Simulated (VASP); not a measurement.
Method: AM05 GGA, VASP's PBE PAW potentials (set 64) (plane waves; VASP).

A VASP calculation is set up with these files.

### POSCAR
```
MnO2
1
    4.4189118955     0.0000000000     0.0000000000
    0.0000000000     4.4189118955     0.0000000000
    0.0000000000     0.0000000000     2.8595559861
Mn O
2 4
Direct
  0.0000000000   0.0000000000   0.0000000000
  0.5000000000   0.5000000000   0.5000000000
  0.3034291800   0.3034291800   0.0000000000
  0.8034291800   0.1965708200   0.5000000000
  0.1965708200   0.8034291800   0.5000000000
  0.6965708200   0.6965708200   0.0000000000
```

INCAR:
```
! general
SYSTEM  = MnO2
PREC    = Accurate
ENCUT   = 520
LREAL   = .FALSE.
LASPH   = .TRUE.

! electronic loop
EDIFF   = 1E-7
NELM    = 100
ALGO    = Normal
LMAXMIX = 4

! smearing
ISMEAR  = 1
SIGMA   = 0.1

! functional
GGA     = AM

! spin
ISPIN   = 2
MAGMOM  = 2.4 -2.4 -0.0 0.0 0.0 -0.0

! ions
IBRION  = 2
NSW     = 30
ISIF    = 4
EDIFFG  = -0.01

! output
LWAVE   = .FALSE.
LCHARG  = .FALSE.
LORBIT  = 10
```

### KPOINTS
```
Automatic mesh
0
Gamma
7 7 11
0 0 0
```

POTCAR, in this order: Mn_pv O (PBE.64 set). Program: vasp_std.

Output of the run:

### OUTCAR
```
 ion  position               nearest neighbor table
   1  0.000  0.000  0.000-   4 1.89   5 1.89   4 1.89   5 1.89   3 1.90   6 1.90
   2  0.500  0.500  0.500-   3 1.89   6 1.89   3 1.89   6 1.89   5 1.90   4 1.90
   3  0.303  0.303  0.000-   2 1.89   2 1.89   1 1.90
   4  0.803  0.197  0.500-   1 1.89   1 1.89   2 1.90
   5  0.197  0.803  0.500-   1 1.89   1 1.89   2 1.90
   6  0.697  0.697  0.000-   2 1.89   2 1.89   1 1.90
  LATTYP: Found a simple tetragonal cell.
 ALAT       =     4.4189118955
 C/A-ratio  =     0.6471176737
 Subroutine PRICEL returns:
 Original cell was already a primitive cell.
 Subroutine GETGRP returns: Found 16 space group operations
The static configuration has the point symmetry D_2h.
 The point group associated with its full space group is D_4h.
The dynamic configuration has the point symmetry D_2h.
The overall configuration has the point symmetry D_2h.
 Subroutine INISYM returns: Found 16 space group operations
 Subroutine IBZKPT returns following result:
 Found     60 irreducible k-points:

 Following reciprocal coordinates:
            Coordinates               Weight
  0.000000  0.000000  0.000000      1.000000
  0.142857  0.000000  0.000000      4.000000
  0.285714  0.000000  0.000000      4.000000
  0.428571  0.000000  0.000000      4.000000
  0.142857  0.142857  0.000000      4.000000
  0.285714  0.142857  0.000000      8.000000
  0.428571  0.142857  0.000000      8.000000
  0.285714  0.285714  0.000000      4.000000
  0.428571  0.285714  0.000000      8.000000
  0.428571  0.428571  0.000000      4.000000
  0.000000  0.000000  0.090909      2.000000
  0.142857  0.000000  0.090909      8.000000
  0.285714  0.000000  0.090909      8.000000
  0.428571  0.000000  0.090909      8.000000
  0.142857  0.142857  0.090909      8.000000
  0.285714  0.142857  0.090909     16.000000
  0.428571  0.142857  0.090909     16.000000
  0.285714  0.285714  0.090909      8.000000
  0.428571  0.285714  0.090909     16.000000
  0.428571  0.428571  0.090909      8.000000
  0.000000  0.000000  0.181818      2.000000
  0.142857  0.000000  0.181818      8.000000
  0.285714  0.000000  0.181818      8.000000
  0.428571  0.000000  0.181818      8.000000
  0.142857  0.142857  0.181818      8.000000
  0.285714  0.142857  0.181818     16.000000
  0.428571  0.142857  0.181818     16.000000
  0.285714  0.285714  0.181818      8.000000
  0.428571  0.285714  0.181818     16.000000
  0.428571  0.428571  0.181818      8.000000
  0.000000  0.000000  0.272727      2.000000
  0.142857  0.000000  0.272727      8.000000
  0.285714  0.000000  0.272727      8.000000
  0.428571  0.000000  0.272727      8.000000
  0.142857  0.142857  0.272727      8.000000
  0.285714  0.142857  0.272727     16.000000
  0.428571  0.142857  0.272727     16.000000
  0.285714  0.285714  0.272727      8.000000
  0.428571  0.285714  0.272727     16.000000
  0.428571  0.428571  0.272727      8.000000
   k-points           NKPTS =     60   k-points in BZ     NKDIM =     60   number of bands    NBANDS=     30
   number of dos      NEDOS =    301   number of ions     NIONS =      6
   total plane-waves  NPLWV =  31104
   dimension x,y,z NGX =    36 NGY =   36 NGZ =   24
   dimension x,y,z NGXF=    72 NGYF=   72 NGZF=   48
   ions per type =               2   4
   PREC   = accura    normal or accurate (medium, high low for compatibility)
   ISTART =      0    job   : 0-new  1-cont  2-samecut
   ICHARG =      2    charge: 1-file 2-atom 10-const
   ISPIN  =      2    spin polarized calculation?
   LNONCOLLINEAR =      F non collinear calculations
   LSORBIT =      F    spin-orbit coupling
...
```

**OSZICAR**
```
       N       E                     dE             d eps       ncg     rms          rms(c)
DAV:   1     0.646226903671E+03    0.64623E+03   -0.28577E+04  7368   0.202E+03
DAV:   2     0.177915469687E+02   -0.62844E+03   -0.59264E+03  7748   0.568E+02
DAV:   3    -0.615265844217E+02   -0.79318E+02   -0.77292E+02  8992   0.191E+02
DAV:   4    -0.644550448433E+02   -0.29285E+01   -0.27583E+01  8408   0.331E+01
DAV:   5    -0.645083645027E+02   -0.53320E-01   -0.53219E-01  7548   0.511E+00    0.439E+01
DAV:   6    -0.618160150965E+02    0.26923E+01   -0.16435E+02  8912   0.120E+02    0.561E+01
DAV:   7    -0.514914470112E+02    0.10325E+02   -0.13018E+02  9370   0.124E+02    0.199E+01
DAV:   8    -0.494200640460E+02    0.20714E+01   -0.90833E+00  7566   0.294E+01    0.764E+00
DAV:   9    -0.490733008467E+02    0.34676E+00   -0.17239E+00  9592   0.132E+01    0.274E+00
DAV:  10    -0.490847482298E+02   -0.11447E-01   -0.17608E-01  7590   0.345E+00    0.154E+00
DAV:  11    -0.490791435103E+02    0.56047E-02   -0.24333E-02  7588   0.206E+00    0.477E-01
DAV:  12    -0.490788018036E+02    0.34171E-03   -0.45020E-03  8566   0.921E-01    0.207E-01
DAV:  13    -0.490788264726E+02   -0.24669E-04   -0.53736E-04  8354   0.190E-01    0.762E-02
DAV:  14    -0.490788077147E+02    0.18758E-04   -0.73493E-05  8188   0.111E-01    0.212E-02
DAV:  15    -0.490788117106E+02   -0.39959E-05   -0.35446E-05  7894   0.583E-02    0.161E-02
DAV:  16    -0.490788111739E+02    0.53661E-06   -0.55649E-06  7816   0.318E-02    0.451E-03
DAV:  17    -0.490788113271E+02   -0.15319E-06   -0.89455E-07  8202   0.746E-03    0.185E-03
DAV:  18    -0.490788113474E+02   -0.20304E-07   -0.14637E-07  3860   0.364E-03
   1 F= -.49078811E+02 E0= -.49078644E+02  d E =-.490788E+02  mag=     0.0000
       N       E                     dE             d eps       ncg     rms          rms(c)
DAV:   1    -0.490862576433E+02   -0.74463E-02   -0.15638E+00  7200   0.894E+00    0.820E-01
DAV:   2    -0.490843308284E+02    0.19268E-02   -0.54679E-02  8128   0.218E+00    0.601E-01
DAV:   3    -0.490826019267E+02    0.17289E-02   -0.93469E-03  9958   0.134E+00    0.377E-01
DAV:   4    -0.490811923493E+02    0.14096E-02   -0.43349E-03  9168   0.728E-01    0.155E-01
DAV:   5    -0.490811842798E+02    0.80695E-05   -0.70145E-04  7506   0.260E-01    0.662E-02
DAV:   6    -0.490811797360E+02    0.45438E-05   -0.37688E-05  8182   0.492E-02    0.378E-02
DAV:   7    -0.490811772527E+02    0.24833E-05   -0.80465E-06  8402   0.253E-02    0.129E-02
DAV:   8    -0.490811775903E+02   -0.33763E-06   -0.18524E-06  8450   0.132E-02    0.422E-03
DAV:   9    -0.490811775918E+02   -0.14552E-08   -0.17600E-07  4498   0.463E-03
   2 F= -.49081178E+02 E0= -.49080989E+02  d E =-.236624E-02  mag=     0.0000
       N       E                     dE             d eps       ncg     rms          rms(c)
DAV:   1    -0.490816074246E+02   -0.42983E-03   -0.72237E-02  7200   0.192E+00    0.177E-01
DAV:   2    -0.490815116295E+02    0.95795E-04   -0.24715E-03  8154   0.462E-01    0.128E-01
DAV:   3    -0.490814337001E+02    0.77929E-04   -0.42838E-04  9970   0.286E-01    0.812E-02
DAV:   4    -0.490813701224E+02    0.63578E-04   -0.20173E-04  9300   0.159E-01    0.345E-02
DAV:   5    -0.490813692672E+02    0.85517E-06   -0.33027E-05  7528   0.582E-02    0.142E-02
DAV:   6    -0.490813690504E+02    0.21684E-06   -0.18929E-06  8006   0.110E-02    0.818E-03
DAV:   7    -0.490813689157E+02    0.13465E-06   -0.35046E-07  7164   0.527E-03    0.279E-03
DAV:   8    -0.490813689185E+02   -0.27494E-08   -0.81004E-08  3606   0.282E-03
   3 F= -.49081369E+02 E0= -.49081185E+02  d E =-.255757E-02  mag=     0.0000
       N       E                     dE             d eps       ncg     rms          rms(c)
DAV:   1    -0.490814809431E+02   -0.11203E-03   -0.67731E-03  7200   0.645E-01    0.808E-02
DAV:   2    -0.490814254552E+02    0.55488E-04   -0.19495E-04  7754   0.161E-01    0.553E-02
DAV:   3    -0.490814143140E+02    0.11141E-04   -0.10409E-04  9630   0.137E-01    0.379E-02
DAV:   4    -0.490814013790E+02    0.12935E-04   -0.35987E-05  9672   0.713E-02    0.151E-02
DAV:   5    -0.490814012244E+02    0.15452E-06   -0.34183E-06  7738   0.198E-02    0.634E-03
DAV:   6    -0.490814011480E+02    0.76458E-07   -0.41872E-07  6792   0.544E-03
   4 F= -.49081401E+02 E0= -.49081216E+02  d E =-.322295E-04  mag=    -0.0000
```

OUTCAR:
```
------------------------ aborting loop because EDIFF is reached ----------------------------------------
  FORCE on cell =-STRESS in cart. coord.  units (eV):
  Direction    XX          YY          ZZ          XY          YZ          ZX
  --------------------------------------------------------------------------------------
  Total       -2.2367964     -2.2367964     -2.2688005      0.0000000      0.0000000      0.0000000
  in kB      -64.1811869    -64.1811869    -65.0994924      0.0000000      0.0000000      0.0000000
  external PRESSURE =     -64.4872887 kB  Pullay stress =       0.0000000 kB
  volume of cell :       55.84
      direct lattice vectors                 reciprocal lattice vectors
     4.426249861 -0.000000000  0.000000000     0.225924887  0.000000000  0.000000000
    -0.000000000  4.426249861  0.000000000     0.000000000  0.225924887  0.000000000
     0.000000000  0.000000000  2.850082536     0.000000000  0.000000000  0.350867032
 POSITION                                       TOTAL-FORCE (eV/Angst)
 -----------------------------------------------------------------------------------
      0.00000      0.00000      0.00000        -0.000000      0.000000      0.000000
      2.21312      2.21312      1.42504         0.000000      0.000000      0.000000
      1.34660      1.34660      0.00000        -0.002532     -0.002532      0.000000
      3.55973      0.86652      1.42504        -0.002532      0.002532     -0.000000
      0.86652      3.55973      1.42504         0.002532     -0.002532      0.000000
      3.07965      3.07965      2.85008         0.002532      0.002532     -0.000000
 -----------------------------------------------------------------------------------
    total drift:                                0.000000      0.000000      0.000000
  FREE ENERGIE OF THE ION-ELECTRON SYSTEM (eV)
  ---------------------------------------------------
  free  energy   TOTEN  =       -49.0814011480 eV

  energy  without entropy=      -49.0808471903  energy(sigma->0) =      -49.08121650

 total charge

# of ion       s       p       d       tot
------------------------------------------
    1        0.355   6.471   4.940  11.766
    2        0.355   6.471   4.940  11.766
    3        1.566   3.435   0.000   5.001
    4        1.566   3.435   0.000   5.001
    5        1.566   3.435   0.000   5.001
    6        1.566   3.435   0.000   5.001
--------------------------------------------------
tot          6.972  26.683   9.881  43.536

 magnetization (x)

# of ion       s       p       d       tot
------------------------------------------
    1        0.010   0.020   2.435   2.464
    2       -0.010  -0.020  -2.435  -2.464
    3       -0.001  -0.046   0.000  -0.046
    4        0.001   0.046   0.000   0.046
    5        0.001   0.046   0.000   0.046
    6       -0.001  -0.046   0.000  -0.046
--------------------------------------------------
tot          0.000   0.000  -0.000  -0.000

 reached required accuracy - stopping structural energy minimisation
```
(Selected blocks of OUTCAR.)

CONTCAR:
```
MnO2
   1.00000000000000
     4.4262498608382437   -0.0000000000000000    0.0000000000000000
    -0.0000000000000000    4.4262498608382437    0.0000000000000000
     0.0000000000000000    0.0000000000000000    2.8500825356678789
  Mn              O
     2     4
Direct
     0.0000000000000000    0.0000000000000000    0.0000000000000000
     0.5000000000000000    0.5000000000000000    0.5000000000000000
     0.3042309481096469    0.3042309481096469    0.0000000000000000
     0.8042309481096469    0.1957690518903531    0.5000000000000000
     0.1957690518903531    0.8042309481096469    0.5000000000000000
     0.6957690518903531    0.6957690518903531    1.0000000000000000
```

OUTCAR:
```
 val. band max:        5.2212004651   @ k =   0.4286   0.2857   0.0909

 cond. band min:       5.2277360922   @ k =   0.4286   0.4286   0.1818


 Fermi energy:         5.2256298106

 spin component 1

 k-point     1 :       0.0000    0.0000    0.0000
  band No.  band energies     occupation
      1     -45.0315      1.00000
      2     -44.9559      1.00000
      3     -44.8958      1.00000
      4     -42.2852      1.00000
      5     -42.2796      1.00000
      6     -42.2289      1.00000
      7     -14.5809      1.00000
      8     -12.7033      1.00000
      9     -12.3877      1.00000
     10     -12.2801      1.00000
     11      -2.5784      1.00000
     12      -1.7309      1.00000
     13      -1.0949      1.00000
     14      -0.5288      1.00000
     15       0.0864      1.00000
     16       1.1647      1.00000
     17       1.2331      1.00000
     18       1.8414      1.00000
     19       3.0645      1.00000
     20       3.1585      1.00000
     21       3.5929      1.00000
     22       3.7109      1.00000
     23       4.0617      1.00000
     24       4.1111      1.00000
     25       4.8153      1.00000
     26       4.8572      1.00000
     27       5.5025     -0.00032
     28       6.3387     -0.00000
     29       7.1370     -0.00000
     30       8.2980      0.00000

 k-point     2 :       0.1429    0.0000    0.0000
  band No.  band energies     occupation
      1     -45.0315      1.00000
      2     -44.9559      1.00000
      3     -44.8958      1.00000
      4     -42.2852      1.00000
      5     -42.2796      1.00000
      6     -42.2290      1.00000
      7     -14.5022      1.00000
      8     -12.8029      1.00000
      9     -12.3917      1.00000
     10     -12.2982      1.00000
     11      -2.4347      1.00000
     12      -1.6679      1.00000
     13      -0.9592      1.00000
     14      -0.5249      1.00000
     15       0.1082      1.00000
     16       1.0022      1.00000
...
```

The compound is MnO2 in the rutile structure. This cell is one point of a volume scan, at 1.03 of the reference volume. Symmetry was kept, so distortions that lower it aren't found.
